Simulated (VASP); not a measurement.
Crystal: MoI.

```
Mo I
1.0
     0.00000    3.17885    3.17885
     3.17885    0.00000    3.17885
     3.17885    3.17885    0.00000
Mo I
1 1
Direct
  0.00000 0.00000 0.00000
  0.75000 0.75000 0.75000
```

The cell was built by a generator and needn't be a form met in nature.

Base run:

- Program: VASP 6.6.1
- Functional: PBE
- Potentials or basis: VASP PAW PBE potentials, release 64 (Mo_sv, I)
- Cutoff: 520 eV
- k mesh: 7 × 7 × 7
- Occupations: fermi-dirac, width 0.05 eV
- Spin: no spin polarisation

Its results: pressure -7.4 GPa.

**Question.** After a change of settings the same cell gave: pressure -9.9 GPa. Which change was it?
A. functional from PBE to SCAN; further incar settings from ALGO = Fast; EDIFF = 1e-06 to ALGO = Normal; EDIFF = 1e-06
B. functional from PBE to BLYP
C. functional from PBE to AM05
D. functional from PBE to r2SCAN; further incar settings from ALGO = Fast; EDIFF = 1e-06 to ALGO = Normal; EDIFF = 1e-06

**Answer.** C.

AM05 binds more tightly than PBE, so the same cell stands under less pressure.

Caveats: an odd number of electrons without spin polarisation forces a metal; a magnetic or distorted state may lie lower; the PAW data sets were made with another functional, which shifts forces and pressure a little (some runs).
